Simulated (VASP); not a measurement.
Write the native input for VASP 6.6.1 that does the following.

```
Task                   : single point
Functional             : PBE
Potentials or basis    : VASP PAW PBE potentials, release 64 (Li_sv, Sb, P)
Cutoff                 : 520 eV
k mesh                 : 8 × 8 × 8
Occupations            : fermi-dirac, width 0.05 eV
Spin                   : no spin polarisation
Further INCAR settings : ALGO = Normal; EDIFF = 1e-07; NBANDS = 20
```

The structure of LiSb2P2 lies in POSCAR:

```
LiSb2P2
1.0
   -2.2530682300      2.2530682300      5.5057474600
    2.2530682300     -2.2530682300      5.5057474600
    2.2530682300      2.2530682300     -5.5057474600
Li Sb P
1 2 2
Direct
    0.0000000000      0.0000000000      0.0000000000
    0.6201511000      0.6201511000      0.0000000000
    0.3798489000      0.3798489000      0.0000000000
    0.7500000000      0.2500000000      0.5000000000
    0.2500000000      0.7500000000      0.5000000000
```

The cell was built by a generator and needn't be a form met in nature.

The input as run:

INCAR

```
ALGO = Normal
EDIFF = 1E-7
ENCUT = 520
GGA = PE
ISIF = 2
ISMEAR = -1
LASPH = True
LCHARG = False
LREAL = False
LWAVE = False
NBANDS = 20
NELM = 100
PREC = Accurate
SIGMA = 0.05
```

KPOINTS

```
k-points
0
Gamma
  8 8 8
```

Potentials or basis: VASP PAW PBE potentials, release 64 (Li_sv, Sb, P).

Run with:

```bash
$ cat potpaw_PBE.64/Li_sv/POTCAR potpaw_PBE.64/Sb/POTCAR potpaw_PBE.64/P/POTCAR > POTCAR
$ mpirun -np 1 vasp_std > vasp.out
```

Results of the run:

The largest force is 2.878 eV/Å. The band gap on the k mesh is none (metal or under the smearing width).

Caveat: forces of over 1 eV/Å show positions far from the minimum, so gaps and moduli don't describe the material at rest.

Wall time 2.1 min on 1 thread of Intel(R) Xeon(R) 6975P-C (Granite Rapids), on a shared host, peak memory 0.39 GiB.
